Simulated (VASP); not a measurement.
Calculation: r2SCAN meta-GGA, VASP's PBE PAW potentials (set 64) (plane waves; VASP 6.6.1).

A VASP calculation is set up with these files.

POSCAR:
```
Pd(110) slab
1
    2.7681440834     0.0000000000     0.0000000000
    0.0000000000     3.9147474445     0.0000000000
    0.0000000000     0.0000000000    26.1680055103
Pd
8
Direct
  0.0000000000   0.0000000000   0.3184530146
  0.5000000000   0.5000000000   0.3660159657
  0.0000000000   0.0000000000   0.4209733456
  0.5000000000   0.5000000000   0.4735988751
  0.0000000000   0.0000000000   0.5264011249
  0.5000000000   0.5000000000   0.5790266544
  0.0000000000   0.0000000000   0.6339840343
  0.5000000000   0.5000000000   0.6815469854
```

### INCAR
```
ALGO = Normal
DIPOL = 0.5 0.5 0.5
EDIFF = 1E-6
ENCUT = 400
IDIPOL = 3
ISMEAR = 1
LASPH = .TRUE.
LCHARG = .FALSE.
LDIPOL = .TRUE.
LMAXMIX = 4
LMIXTAU = .TRUE.
LORBIT = 11
LREAL = .FALSE.
LVHAR = .TRUE.
LWAVE = .FALSE.
METAGGA = R2SCAN
NELM = 100
NELMIN = 4
PREC = Normal
SIGMA = 0.1
SYSTEM = Pd(110) slab
```

**KPOINTS**
```
Regular mesh
0
gamma
 10 7 1
0 0 0
```

POTCAR, in this order: Pd (PBE.64 set). Program: vasp_std. Read from the step before: WAVECAR.

Output of the run:

File OSZICAR:
```
       N       E                     dE             d eps       ncg     rms          rms(c)
DAV:   1    -0.181169561431E+03   -0.18117E+03   -0.16053E-04  2344   0.883E-02    0.767E-02
DAV:   2    -0.181172131172E+03   -0.25697E-02   -0.10389E-02  2696   0.678E-01    0.594E-01
DAV:   3    -0.181169470162E+03    0.26610E-02   -0.78310E-03  2728   0.605E-01    0.126E-02
DAV:   4    -0.181169540932E+03   -0.70770E-04   -0.88897E-05  2336   0.563E-02    0.795E-03
DAV:   5    -0.181169515968E+03    0.24964E-04   -0.11899E-05  2248   0.309E-02    0.461E-03
DAV:   6    -0.181169512434E+03    0.35338E-05   -0.13507E-06  1488   0.998E-03    0.194E-03
DAV:   7    -0.181169509699E+03    0.27354E-05   -0.38017E-07  1424   0.527E-03    0.147E-03
DAV:   8    -0.181169513956E+03   -0.42570E-05   -0.57370E-07  1352   0.704E-03    0.144E-03
DAV:   9    -0.181169517158E+03   -0.32021E-05   -0.41390E-07  1368   0.561E-03    0.327E-04
DAV:  10    -0.181169515017E+03    0.21407E-05   -0.53223E-07  1368   0.709E-03    0.126E-04
DAV:  11    -0.181169521067E+03   -0.60494E-05   -0.27872E-07  1344   0.521E-03    0.903E-05
DAV:  12    -0.181169518813E+03    0.22539E-05   -0.29619E-07  1352   0.530E-03    0.563E-05
DAV:  13    -0.181169519451E+03   -0.63831E-06   -0.29336E-07  1344   0.524E-03
   1 F= -.18116952E+03 E0= -.18116778E+03  d E =-.521277E-02
```

### OUTCAR
```
------------------------ aborting loop because EDIFF is reached ----------------------------------------
  FORCE on cell =-STRESS in cart. coord.  units (eV):
  Direction    XX          YY          ZZ          XY          YZ          ZX
  --------------------------------------------------------------------------------------
  Total       -3.3943627     -2.0430699     -0.4560634      0.0000000      0.0000000      0.0000000
  in kB      -19.1781084    -11.5433202     -2.5767525      0.0000000      0.0000000      0.0000000
  external PRESSURE =     -11.0993937 kB  Pullay stress =       0.0000000 kB
  volume of cell :      283.57
      direct lattice vectors                 reciprocal lattice vectors
     2.768144083  0.000000000  0.000000000     0.361252872  0.000000000  0.000000000
     0.000000000  3.914747445  0.000000000     0.000000000  0.255444320  0.000000000
     0.000000000  0.000000000 26.168005510     0.000000000  0.000000000  0.038214605
 POSITION                                       TOTAL-FORCE (eV/Angst)
 -----------------------------------------------------------------------------------
      0.00000      0.00000      8.33328         0.000000      0.000000     -0.006953
      1.38407      1.95737      9.57791         0.000000      0.000000      0.013648
      0.00000      0.00000     11.01603         0.000000      0.000000      0.005618
      1.38407      1.95737     12.39314         0.000000      0.000000      0.004469
      0.00000      0.00000     13.77487         0.000000      0.000000     -0.004469
      1.38407      1.95737     15.15197         0.000000      0.000000     -0.005618
      0.00000      0.00000     16.59010         0.000000      0.000000     -0.013648
      1.38407      1.95737     17.83473         0.000000      0.000000      0.006953
 -----------------------------------------------------------------------------------
    total drift:                                0.000000     -0.000000      0.000000
  FREE ENERGIE OF THE ION-ELECTRON SYSTEM (eV)
  ---------------------------------------------------
  free  energy   TOTEN  =      -181.1695194510 eV

  energy  without entropy=     -181.1643066789  energy(sigma->0) =     -181.16778186

 total charge

# of ion       s       p       d       tot
------------------------------------------
    1        0.461   0.279   8.575   9.315
    2        0.507   0.421   8.490   9.418
    3        0.502   0.446   8.490   9.438
    4        0.504   0.440   8.500   9.445
    5        0.504   0.440   8.500   9.445
    6        0.502   0.446   8.490   9.438
    7        0.507   0.421   8.490   9.418
    8        0.461   0.279   8.575   9.315
--------------------------------------------------
tot          3.949   3.173  68.109  75.232
```
(Selected blocks of OUTCAR.)

File OUTCAR:
```
 val. band max:        1.1951515296   @ k =   0.5000   0.2857   0.0000

 cond. band min:       1.2020919723   @ k =   0.4000   0.2857   0.0000


 Fermi energy:         1.1955857816

 k-point     1 :       0.0000    0.0000    0.0000
  band No.  band energies     occupation
      1      -5.5256      2.00000
      2      -4.6562      2.00000
      3      -4.0142      2.00000
      4      -3.7003      2.00000
      5      -3.6609      2.00000
      6      -3.5791      2.00000
      7      -3.1927      2.00000
      8      -3.0102      2.00000
      9      -2.7201      2.00000
     10      -2.6300      2.00000
     11      -2.2387      2.00000
     12      -2.1324      2.00000
     13      -2.0684      2.00000
     14      -1.8616      2.00000
     15      -1.6926      2.00000
     16      -1.6451      2.00000
     17      -1.5459      2.00000
     18      -1.4973      2.00000
     19      -1.4973      2.00000
     20      -1.3672      2.00000
     21      -1.2698      2.00000
     22      -1.0741      2.00000
     23      -1.0473      2.00000
     24      -0.8799      2.00000
     25      -0.8242      2.00000
     26      -0.6882      2.00000
     27      -0.5948      2.00000
     28      -0.3547      2.00000
     29      -0.3063      2.00000
     30      -0.2263      2.00000
     31      -0.0526      2.00000
     32       0.0009      2.00000
     33       0.0669      2.00000
     34       0.1238      2.00000
     35       0.2562      2.00000
     36       0.4081      2.00000
     37       0.5742      2.00000
     38       0.7182      2.00000
     39       1.0152      2.02859
     40       1.0194      2.03190
     41       1.0921      2.05674
     42       1.3810     -0.02487
     43       1.4950     -0.00019
     44       1.5400     -0.00001
     45       2.8362     -0.00000
     46       4.6806      0.00000
     47       5.5924      0.00000
     48       5.8850      0.00000

 k-point     2 :       0.1000    0.0000    0.0000
  band No.  band energies     occupation
...
```

The cell is a thin slab with vacuum, built from Pd (fcc): (110) face.
